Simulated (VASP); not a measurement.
# A VASP study of SnSe2 (r2SCAN + rVV10): structure first, properties next, part 5 of 7

Aim: relax SnSe2 with r2SCAN + rVV10, compute its properties on that cell and hold them against experiment. The start is a cell from a database of measured crystal structures.

VASP 6.6.1, plane waves and PAW; the level of theory is named at each step.

So far, least gap on mesh and path (eV): step 5 (bands along the symmetry lines (r2SCAN + rVV10)) 0.921. The relaxed cell has a = 3.829, c = 6.221 Å (conventional setting).

**8. Optical spectrum (r2SCAN + rVV10)**

Level of this step: r2SCAN with rVV10; plane waves and PAW (Sn_d, Se) (VASP).

LOPTICS sums transitions from filled to empty bands. NBANDS is raised for it.

The input, INCAR:

```
SYSTEM = SnSe2
PREC = Accurate
ENCUT = 400
EDIFF = 1E-06
NELM = 100
ISMEAR = 0
SIGMA = 0.05
LREAL = .FALSE.
ALGO = Normal
METAGGA = R2SCAN
LUSE_VDW = .TRUE.
IVDW_NL = 2
BPARAM = 11.95
CPARAM = 0.0093
LASPH = .TRUE.
NBANDS = 37
LORBIT = 11
LWAVE = .FALSE.
LCHARG = .FALSE.
KPAR = 2
LOPTICS = .TRUE.
NEDOS = 1500
CSHIFT = 0.1
```

The input, POSCAR:

```
SnSe2
1.0
    3.8293282261      0.0000000000      0.0000000000
   -1.9146641130      3.3162955232      0.0000000000
    0.0000000000      0.0000000000      6.2212929374
Sn Se
1 2
Direct
    0.0000000000      0.0000000000      0.0000000000
    0.3333333333      0.6666666667      0.2535250628
    0.6666666667      0.3333333333      0.7464749372
```

The input, KPOINTS:

```
Automatic mesh
0
Gamma
10 10 6
0 0 0
```

The projector-augmented-wave data sets are Sn_d and Se (PBE family, release 64).

Command:

```
$ mpirun -np 2 vasp_std
```

What it wrote:

```text
[... set-up lines as in an earlier step ...]
 entering main loop
       N       E                     dE             d eps       ncg     rms          rms(c)
Total rVV10 correction in eV:      0.6176621    29.3807389
Total rVV10 correction in eV:      0.6176621    29.3807389
DAV:   1     0.168520134075E+03    0.16852E+03   -0.89419E+03  6412   0.682E+02
DAV:   2    -0.286161536745E+02   -0.19714E+03   -0.18041E+03  5889   0.285E+02
DAV:   3    -0.573962969790E+02   -0.28780E+02   -0.28335E+02  6276   0.723E+01
DAV:   4    -0.584085466190E+02   -0.10122E+01   -0.10113E+01  6435   0.147E+01
DAV:   5    -0.584277349473E+02   -0.19188E-01   -0.19186E-01  7148   0.205E+00    0.580E+00
Total rVV10 correction in eV:      0.6277646    29.3807384
Total rVV10 correction in eV:      0.6277646    29.3807384
DAV:   6    -0.539610495846E+02    0.44667E+01   -0.10338E+00  6369   0.930E+00    0.392E+00
Total rVV10 correction in eV:      0.6400417    29.3807384
Total rVV10 correction in eV:      0.6400417    29.3807384
DAV:   7    -0.539680881691E+02   -0.70386E-02   -0.15590E-01  6422   0.139E+00    0.135E+00
Total rVV10 correction in eV:      0.6447207    29.3807384
Total rVV10 correction in eV:      0.6447207    29.3807384
DAV:   8    -0.539737480970E+02   -0.56599E-02   -0.11541E-02  6413   0.604E-01    0.292E-01
Total rVV10 correction in eV:      0.6463060    29.3807384
Total rVV10 correction in eV:      0.6463060    29.3807384
DAV:   9    -0.539744771435E+02   -0.72905E-03   -0.12747E-03  6441   0.160E-01    0.870E-02
Total rVV10 correction in eV:      0.6465595    29.3807384
Total rVV10 correction in eV:      0.6465595    29.3807384
DAV:  10    -0.539745176371E+02   -0.40494E-04   -0.12859E-04  6551   0.703E-02    0.358E-02
Total rVV10 correction in eV:      0.6467787    29.3807384
Total rVV10 correction in eV:      0.6467787    29.3807384
DAV:  11    -0.539745412399E+02   -0.23603E-04   -0.30539E-05  6237   0.237E-02    0.965E-03
Total rVV10 correction in eV:      0.6468878    29.3807384
Total rVV10 correction in eV:      0.6468878    29.3807384
DAV:  12    -0.539745433281E+02   -0.20882E-05   -0.37280E-06  6321   0.944E-03    0.305E-03
Total rVV10 correction in eV:      0.6469209    29.3807384
Total rVV10 correction in eV:      0.6469209    29.3807384
DAV:  13    -0.539745434745E+02   -0.14642E-06   -0.61961E-07  3954   0.301E-03
Total rVV10 correction in eV:      0.6469238    29.3807384
Total rVV10 correction in eV:      0.6469238    29.3807384
Total rVV10 correction in eV:      0.6469252    29.3807384
Total rVV10 correction in eV:      0.6469252    29.3807384
   1 F= -.53974543E+02 E0= -.53974543E+02  d E =-.555895E-13
 optical routines
 imaginary and real dielectric function
 direction            1
 direction            2
 direction            3
```

It took 2.5 min on 2 MPI ranks of Intel Xeon 6975P-C (Granite Rapids), shared host; peak memory 0.75 GiB.

From OUTCAR (step 8):

```text
   k-points           NKPTS =     72   k-points in BZ     NKDIM =     72   number of bands    NBANDS=     37

   NELECT =      26.0000    total number of electrons

 E-fermi :   3.8638

 k-point     2 :       0.1000    0.0000    0.0000
  band No.  band energies     occupation
    ...
      9       1.9880      2.00000
     10       2.6185      2.00000
     11       2.7998      2.00000
     12       3.5060      2.00000
     13       3.5838      2.00000
     14       5.7464      0.00000
     15       7.6824      0.00000
     16       8.4186      0.00000
     17       8.8542      0.00000
     18      12.1441      0.00000
    ...

  Total        0.0017025      0.0017025      0.0145120      0.0000000     -0.0000000      0.0000000
  in kB        0.0345260      0.0345260      0.2942937      0.0000000     -0.0000000      0.0000000
  external PRESSURE =       0.1211152 kB  Pullay stress =       0.0000000 kB

 POSITION                                       TOTAL-FORCE (eV/Angst)
 -----------------------------------------------------------------------------------
      0.00000      0.00000      0.00000         0.000000      0.000000      0.000000
     -0.00000      2.21086      1.57725         0.000000     -0.000000      0.000783
      1.91466      1.10543      4.64404        -0.000000      0.000000     -0.000783
 -----------------------------------------------------------------------------------
    total drift:                               -0.000000     -0.000000      0.000000

  FREE ENERGIE OF THE ION-ELECTRON SYSTEM (eV)
  ---------------------------------------------------
  free  energy   TOTEN  =       -53.9745434745 eV

  energy  without entropy=      -53.9745434745  energy(sigma->0) =      -53.97454347

 plasma frequency squared (from intraband transitions) (eV^2)
  --------------------------------------------------------------------------------------
       0.000       0.000       0.000
       0.000       0.000       0.000
       0.000       0.000       0.000

[... 14 parts as in an earlier step ...]

[... 2 further parts left out ...]
```

These are independent-particle spectra without excitons or local fields, and fine structure depends on the mesh and on CSHIFT.

This step gave:

* bands: 37
* irreducible k-points: 72
* Fermi energy: 3.864 eV
* pressure: 0.01211 GPa

The imaginary dielectric function has structure finer than the step of the table below, so its rows give means over 0.5 eV, whole bins alone (the curve runs from 0 to 25.0 eV). Peaks (eV: height): xx 3.60: 13.7, 4.30: 13.7, 5.56: 14.8, 8.76: 5.49; zz 2.00: 8.50, 5.63: 16.5, 6.10: 15.0, 9.00: 5.11.

Imaginary dielectric function against photon energy; means over each step:

| photon energy (eV) | xx | zz |
| --- | --- | --- |
| 0.5 | 0.0856 | 0.108 |
| 1.0 | 0.254 | 0.365 |
| 1.5 | 1.47 | 2.64 |
| 2.0 | 3.97 | 7.32 |
| 2.5 | 5.97 | 7.19 |
| 3.0 | 6.92 | 5.17 |
| 3.5 | 12.8 | 4.41 |
| 4.0 | 12.3 | 4.34 |
| 4.5 | 12.7 | 6.86 |
| 5.0 | 12.4 | 11.6 |
| 5.5 | 14.1 | 15.9 |
| 6.0 | 9.54 | 14.1 |
| 6.5 | 6.20 | 9.68 |
| 7.0 | 4.92 | 6.58 |
| 7.5 | 3.27 | 3.59 |
| 8.0 | 3.24 | 3.20 |
| 8.5 | 3.84 | 3.59 |
| 9.0 | 4.24 | 4.56 |
| 9.5 | 3.28 | 3.54 |
| 10.0 | 2.46 | 3.32 |
| 10.5 | 1.98 | 2.45 |
| 11.0 | 1.75 | 1.79 |
| 11.5 | 1.63 | 1.43 |
| 12.0 | 1.30 | 1.34 |
| 12.5 | 1.14 | 1.23 |
| 13.0 | 1.06 | 1.09 |
| 13.5 | 0.968 | 0.823 |
| 14.0 | 0.950 | 0.801 |
| 14.5 | 0.822 | 0.635 |
| 15.0 | 0.676 | 0.538 |
| 15.5 | 0.545 | 0.452 |
| 16.0 | 0.483 | 0.473 |
| 16.5 | 0.382 | 0.401 |
| 17.0 | 0.360 | 0.381 |
| 17.5 | 0.336 | 0.325 |
| 18.0 | 0.316 | 0.329 |
| 18.5 | 0.274 | 0.317 |
| 19.0 | 0.268 | 0.258 |
| 19.5 | 0.234 | 0.236 |
| 20.0 | 0.197 | 0.213 |
| 20.5 | 0.198 | 0.196 |
| 21.0 | 0.187 | 0.176 |
| 21.5 | 0.180 | 0.179 |
| 22.0 | 0.139 | 0.149 |
| 22.5 | 0.139 | 0.136 |
| 23.0 | 0.133 | 0.141 |
| 23.5 | 0.133 | 0.122 |
| 24.0 | 0.117 | 0.121 |
| 24.5 | 0.0856 | 0.0891 |

Table of real dielectric function by photon energy:

| photon energy (eV) | xx | zz |
| --- | --- | --- |
| 0.0 | 10.4 | 10.0 |
| 0.5 | 10.6 | 10.3 |
| 1.0 | 11.4 | 11.2 |
| 1.5 | 13.1 | 13.5 |
| 2.0 | 13.4 | 11.0 |
| 2.5 | 12.7 | 7.58 |
| 3.0 | 13.7 | 6.13 |
| 3.5 | 11.2 | 7.35 |
| 4.0 | 7.30 | 8.03 |
| 4.5 | 4.55 | 10.3 |
| 5.0 | 3.81 | 11.9 |
| 5.5 | -0.673 | 4.54 |
| 6.0 | -2.74 | 0.479 |
| 6.5 | -4.06 | -4.76 |
| 7.0 | -3.26 | -4.65 |
| 7.5 | -2.03 | -2.98 |
| 8.0 | -1.05 | -1.51 |
| 8.5 | 0.147 | -0.424 |
| 9.0 | -2.30 | -1.29 |
| 9.5 | -2.09 | -1.85 |
| 10.0 | -2.08 | -2.32 |
| 10.5 | -1.84 | -2.37 |
| 11.0 | -1.26 | -1.72 |
| 11.5 | -1.17 | -1.55 |
| 12.0 | -1.18 | -1.08 |
| 12.5 | -1.01 | -1.11 |
| 13.0 | -0.787 | -1.19 |
| 13.5 | -0.697 | -0.926 |
| 14.0 | -0.667 | -0.663 |
| 14.5 | -0.594 | -0.694 |
| 15.0 | -0.635 | -0.582 |
| 15.5 | -0.440 | -0.329 |
| 16.0 | -0.397 | -0.281 |
| 16.5 | -0.266 | -0.214 |
| 17.0 | -0.119 | -0.0914 |
| 17.5 | -0.0923 | -0.0900 |
| 18.0 | -0.0151 | 0.0202 |
| 18.5 | 0.0301 | 0.00980 |
| 19.0 | 0.0822 | 0.0460 |
| 19.5 | 0.141 | 0.129 |
| 20.0 | 0.185 | 0.188 |
| 20.5 | 0.241 | 0.219 |
| 21.0 | 0.270 | 0.266 |
| 21.5 | 0.283 | 0.312 |
| 22.0 | 0.325 | 0.322 |
| 22.5 | 0.367 | 0.372 |
| 23.0 | 0.402 | 0.397 |
| 23.5 | 0.428 | 0.421 |
| 24.0 | 0.444 | 0.453 |
| 24.5 | 0.465 | 0.470 |

The mean of ε2 over directions passes 5 % of its top at 1.37 eV, against a least direct gap of 1.48 eV on this mesh; what lies under the gap is the tail of the broadening by CSHIFT. The indirect gap (0.92 eV in the band run) doesn't show, since phonons are left out.

**9. Bands along the symmetry lines (r2SCAN + rVV10 + SOC)**

This step: r2SCAN with rVV10, spin-orbit coupling; plane waves and PAW (Sn_d, Se) (VASP 6.6.1).

The mesh alone shows little of the dispersion and can miss band extrema, so KPOINTS_OPT adds a path through the symmetry points after the self-consistent cycle. Spin-orbit coupling needs spinors and the noncollinear program, where each band holds one electron.

Changes to INCAR since step 8:

```diff
@@ -15,3 +15,7 @@
 LASPH = .TRUE.
-NBANDS = 37
+LNONCOLLINEAR = .TRUE.
+MAGMOM = 0 0 0 0 0 0 0 0 0
+NBANDS = 38
+GGA_COMPAT = .FALSE.
+LSORBIT = .TRUE.
 LORBIT = 11
@@ -20,4 +24 @@
 KPAR = 2
-LOPTICS = .TRUE.
-NEDOS = 1500
-CSHIFT = 0.1
```

POSCAR is that of step 8.

The input, KPOINTS:

```
Automatic mesh
0
Gamma
6 6 3
0 0 0
```

The input, KPOINTS_OPT:

```
Line mode
16
Line-mode
Reciprocal
  0.00000000   0.00000000   0.00000000 GAMMA
  0.50000000   0.00000000   0.00000000 M

  0.50000000   0.00000000   0.00000000 M
  0.33333333   0.33333333   0.00000000 K

  0.33333333   0.33333333   0.00000000 K
  0.00000000   0.00000000   0.00000000 GAMMA

  0.00000000   0.00000000   0.00000000 GAMMA
  0.00000000   0.00000000   0.50000000 A

  0.00000000   0.00000000   0.50000000 A
  0.50000000   0.00000000   0.50000000 L

  0.50000000   0.00000000   0.50000000 L
  0.33333333   0.33333333   0.50000000 H

  0.33333333   0.33333333   0.50000000 H
  0.00000000   0.00000000   0.50000000 A

  0.50000000   0.00000000   0.50000000 L
  0.50000000   0.00000000   0.00000000 M

  0.33333333   0.33333333   0.00000000 K
  0.33333333   0.33333333   0.50000000 H
```

Command:

```
$ mpirun -np 2 vasp_ncl
```

What it wrote:

```text
[... set-up lines as in an earlier step ...]
 entering main loop
       N       E                     dE             d eps       ncg     rms          rms(c)
Total rVV10 correction in eV:      0.6176618    29.3807389
Total rVV10 correction in eV:      0.6176618    29.3807389
DAV:   1     0.185791717194E+03    0.18579E+03   -0.10209E+04  1348   0.137E+03
DAV:   2    -0.234344150797E+02   -0.20923E+03   -0.19916E+03  1346   0.401E+02
DAV:   3    -0.568463723526E+02   -0.33412E+02   -0.32509E+02  1564   0.146E+02
DAV:   4    -0.584559927088E+02   -0.16096E+01   -0.15998E+01  1534   0.356E+01
DAV:   5    -0.584977928473E+02   -0.41800E-01   -0.41789E-01  1862   0.585E+00    0.586E+00
Total rVV10 correction in eV:      0.6279564    29.3807384
Total rVV10 correction in eV:      0.6279564    29.3807384
DAV:   6    -0.540304133324E+02    0.44674E+01   -0.13851E+00  1684   0.183E+01    0.410E+00
Total rVV10 correction in eV:      0.6399921    29.3807384
Total rVV10 correction in eV:      0.6399921    29.3807384
DAV:   7    -0.540369119348E+02   -0.64986E-02   -0.18974E-01  1484   0.261E+00    0.156E+00
Total rVV10 correction in eV:      0.6447040    29.3807384
Total rVV10 correction in eV:      0.6447040    29.3807384
DAV:   8    -0.540426589159E+02   -0.57470E-02   -0.99254E-03  1452   0.103E+00    0.686E-01
Total rVV10 correction in eV:      0.6459672    29.3807384
Total rVV10 correction in eV:      0.6459672    29.3807384
DAV:   9    -0.540436619813E+02   -0.10031E-02   -0.16176E-03  1734   0.304E-01    0.173E-01
Total rVV10 correction in eV:      0.6471450    29.3807384
Total rVV10 correction in eV:      0.6471450    29.3807384
DAV:  10    -0.540440434695E+02   -0.38149E-03   -0.35398E-04  1498   0.194E-01    0.672E-02
Total rVV10 correction in eV:      0.6472823    29.3807384
Total rVV10 correction in eV:      0.6472823    29.3807384
DAV:  11    -0.540440658793E+02   -0.22410E-04   -0.10153E-04  1536   0.892E-02    0.265E-02
Total rVV10 correction in eV:      0.6474556    29.3807384
Total rVV10 correction in eV:      0.6474556    29.3807384
DAV:  12    -0.540440764691E+02   -0.10590E-04   -0.11492E-05  1382   0.301E-02    0.763E-03
Total rVV10 correction in eV:      0.6475294    29.3807384
Total rVV10 correction in eV:      0.6475294    29.3807384
DAV:  13    -0.540440774035E+02   -0.93444E-06   -0.21851E-06  1380   0.114E-02
Total rVV10 correction in eV:      0.6475522    29.3807384
Total rVV10 correction in eV:      0.6475522    29.3807384
Total rVV10 correction in eV:      0.6475435    29.3807384
Total rVV10 correction in eV:      0.6475435    29.3807384
   1 F= -.54044077E+02 E0= -.54044077E+02  d E =-.865473E-17  mag=    -0.0000     0.0000     0.0000
 Start KPOINTS_OPT (optional k-point list driver)
k-point batch [1-17\144]
       N       E                     dE             ncg
DAV:   1     0.774600062768E+03   -0.49897E+04     1372
DAV:   2    -0.284624644320E+04   -0.36208E+04     1332
DAV:   3    -0.343256037545E+04   -0.58631E+03     1580
DAV:   4    -0.346083821810E+04   -0.28278E+02     1486
DAV:   5    -0.346159817174E+04   -0.75995E+00     1854
DAV:   6    -0.346161314606E+04   -0.14974E-01     1650
DAV:   7    -0.346161376086E+04   -0.61480E-03     1918
DAV:   8    -0.346161377193E+04   -0.11064E-04     1538
DAV:   9    -0.346161377208E+04   -0.15505E-06     1014
[...]
k-point batch [137-144\144]
       N       E                     dE             ncg
DAV:   1     0.716768033396E+04   -0.62217E+04      640
DAV:   2     0.550112848675E+04   -0.16666E+04      630
DAV:   3     0.524177684123E+04   -0.25935E+03      704
DAV:   4     0.523000473733E+04   -0.11772E+02      736
DAV:   5     0.522969666676E+04   -0.30807E+00      884
DAV:   6     0.522969199950E+04   -0.46673E-02      748
DAV:   7     0.522969181257E+04   -0.18692E-03      904
DAV:   8     0.522969181000E+04   -0.25782E-05      686
DAV:   9     0.522969180991E+04   -0.86146E-07      474
```

Wall time 11 min (2 MPI ranks); peak memory 1.1 GiB; 21 min of CPU time.

From OUTCAR (step 9):

```text
   k-points           NKPTS =     17   k-points in BZ     NKDIM =     17   number of bands    NBANDS=     38

   NELECT =      26.0000    total number of electrons

 E-fermi :   3.9560

 k-point     1 :       0.0000    0.0000    0.0000
  band No.  band energies     occupation
    ...
     22       3.2014      1.00000
     23       3.4418      1.00000
     24       3.4418      1.00000
     25       3.5997      1.00000
     26       3.5997      1.00000
     27       5.0177      0.00000
     28       5.0177      0.00000
     29       7.1192      0.00000
     30       7.1192      0.00000
     31       8.4732      0.00000
    ...

  Total        0.0527033      0.0527033      0.0424590      0.0000000      0.0000000      0.0000000
  in kB        1.0687893      1.0687893      0.8610408      0.0000000      0.0000000      0.0000000
  external PRESSURE =       0.9995398 kB  Pullay stress =       0.0000000 kB

 POSITION                                       TOTAL-FORCE (eV/Angst)
 -----------------------------------------------------------------------------------
      0.00000      0.00000      0.00000         0.000000      0.000000      0.000000
     -0.00000      2.21086      1.57725        -0.000000      0.000000     -0.021525
      1.91466      1.10543      4.64404         0.000000     -0.000000      0.021525
 -----------------------------------------------------------------------------------
    total drift:                               -0.000000     -0.000000      0.000000

  FREE ENERGIE OF THE ION-ELECTRON SYSTEM (eV)
  ---------------------------------------------------
  free  energy   TOTEN  =       -54.0440774035 eV

  energy  without entropy=      -54.0440774035  energy(sigma->0) =      -54.04407740

 Spin-Orbit-Coupling matrix elements
 Ion:    1  E_soc:     -0.0844195
 Ion:    2  E_soc:     -0.0426849
 Ion:    3  E_soc:     -0.0426849

 magnetization (x)
# of ion       s       p       d       tot
------------------------------------------
    1        0.000   0.000   0.000   0.000
    2       -0.000  -0.000   0.000  -0.000
    3       -0.000  -0.000   0.000  -0.000
--------------------------------------------------
tot         -0.000  -0.000   0.000  -0.000

 magnetization (y)
# of ion       s       p       d       tot
------------------------------------------
    1        0.000  -0.000  -0.000  -0.000
    2        0.000   0.000   0.000   0.000
    3        0.000   0.000   0.000   0.000
--------------------------------------------------
tot          0.000   0.000  -0.000   0.000

 magnetization (z)
# of ion       s       p       d       tot
------------------------------------------
    1        0.000   0.000   0.000   0.000
    2        0.000   0.000   0.000   0.000
    3        0.000   0.000   0.000   0.000
--------------------------------------------------
tot          0.000   0.000   0.000   0.000

[... 6 parts as in an earlier step ...]

[... 10 further parts left out ...]
```

This step gave:

```yaml
bands: 38
irreducible_k_points: 17
free_energy_toten: -54.0441 eV
fermi_energy: 3.956 eV
pressure: 0.09995 GPa
least_gap_on_mesh_and_path: 0.8890 eV
least_direct_gap_on_mesh_and_path: 1.418 eV
valence_top_at_k: 0.1333, 0, 0
```

On-site spin-orbit energy by atom:

| atom | on-site spin-orbit energy (eV) |
| --- | --- |
| Sn1 | -0.0844 |
| Se2 | -0.0427 |
| Se3 | -0.0427 |

Electronic bands along the path, in eV, zero at the valence-band top; v1 is the highest filled band, c1 the lowest empty one:

| point | v4 | v3 | v2 | v1 | c1 | c2 | c3 | c4 |
| --- | --- | --- | --- | --- | --- | --- | --- | --- |
| Γ | -0.23 | -0.23 | -0.08 | -0.08 | 1.34 | 1.34 | 3.44 | 3.44 |
| 0.47 of the way | -0.32 | -0.32 | -0.06 | -0.06 | 2.28 | 2.28 | 4.26 | 4.26 |
| M | -1.32 | -1.32 | -0.32 | -0.32 | 1.35 | 1.35 | 4.15 | 4.15 |
| 0.47 of the way | -1.37 | -1.37 | -1.16 | -1.16 | 1.61 | 1.61 | 5.42 | 5.42 |
| K | -1.64 | -1.64 | -1.59 | -1.59 | 1.43 | 1.43 | 6.70 | 6.70 |
| 0.53 of the way | -1.13 | -1.13 | -0.16 | -0.16 | 2.39 | 2.39 | 5.13 | 5.13 |
| Γ | -0.23 | -0.23 | -0.08 | -0.08 | 1.34 | 1.34 | 3.44 | 3.44 |
| 0.47 of the way | -0.42 | -0.42 | -0.15 | -0.15 | 2.13 | 2.13 | 3.43 | 3.43 |
| A | -0.34 | -0.34 | -0.07 | -0.07 | 2.75 | 2.75 | 3.37 | 3.37 |
| 0.53 of the way | -1.43 | -1.43 | -0.46 | -0.46 | 1.77 | 1.77 | 4.89 | 4.89 |
| L | -0.96 | -0.96 | -0.67 | -0.67 | 0.95 | 0.95 | 4.53 | 4.53 |
| 0.53 of the way | -0.68 | -0.68 | -0.47 | -0.47 | 1.94 | 1.94 | 4.87 | 4.87 |
| H | -0.50 | -0.50 | -0.41 | -0.41 | 2.57 | 2.57 | 4.85 | 4.85 |
| 0.53 of the way | -1.01 | -1.01 | -0.78 | -0.78 | 2.37 | 2.37 | 4.84 | 4.84 |
| A | -0.34 | -0.34 | -0.07 | -0.07 | 2.75 | 2.75 | 3.37 | 3.37 |
| jump to L | -0.96 | -0.96 | -0.67 | -0.67 | 0.95 | 0.95 | 4.53 | 4.53 |
| 0.53 of the way | -0.96 | -0.96 | -0.48 | -0.48 | 1.00 | 1.00 | 4.35 | 4.35 |
| M | -1.32 | -1.32 | -0.32 | -0.32 | 1.35 | 1.35 | 4.15 | 4.15 |
| jump to K | -1.64 | -1.64 | -1.59 | -1.59 | 1.43 | 1.43 | 6.70 | 6.70 |
| 0.47 of the way | -1.12 | -1.12 | -1.05 | -1.05 | 1.89 | 1.89 | 5.80 | 5.80 |
| H | -0.50 | -0.50 | -0.41 | -0.41 | 2.57 | 2.57 | 4.85 | 4.85 |

The largest weight of each band there:

| point | v4 | v3 | v2 | v1 | c1 | c2 | c3 | c4 |
| --- | --- | --- | --- | --- | --- | --- | --- | --- |
| Γ | Se 0.92 | Se 0.92 | Se 0.87 | Se 0.87 | Se 0.56 | Se 0.56 | Sn 0.60 | Sn 0.60 |
| M | Se 0.87 | Se 0.87 | Se 0.92 | Se 0.92 | Se 0.58 | Se 0.58 | Sn 0.58 | Sn 0.58 |
| K | Se 0.92 | Se 0.92 | Se 0.93 | Se 0.93 | Se 0.58 | Se 0.58 | Se 0.58 | Se 0.58 |
| Γ | Se 0.92 | Se 0.92 | Se 0.87 | Se 0.87 | Se 0.56 | Se 0.56 | Sn 0.60 | Sn 0.60 |
| A | Se 0.91 | Se 0.91 | Se 0.91 | Se 0.91 | Se 0.59 | Se 0.59 | Sn 0.65 | Sn 0.65 |
| L | Se 0.91 | Se 0.91 | Se 0.92 | Se 0.92 | Se 0.56 | Se 0.56 | Se 0.66 | Se 0.66 |

The gap moves by -0.03 eV against r2SCAN with rVV10, which ran on another mesh.

The path shows an indirect gap of 0.89 eV (valence top between Γ and M, conduction bottom between L and M). The least direct gap is 1.42 eV.

(Part 5 of 7 ends here.)

[Lines on the potential files, build, host, timing and source positions are cut from VASP's logs without a mark.]

[Logs are printed without paths, hosts, clocks, repeated set-up lines and the standing remarks that a program may print on its own settings, such as how far it seeks lower states.]

[Hosts, paths, dates, database ids (printed as entryN), source tags and the programs' standing remarks are cut or masked in the printed files.]

[Measured values are set beside computed ones only where the two were judged alike; some that the calculation misses by far are left out.]
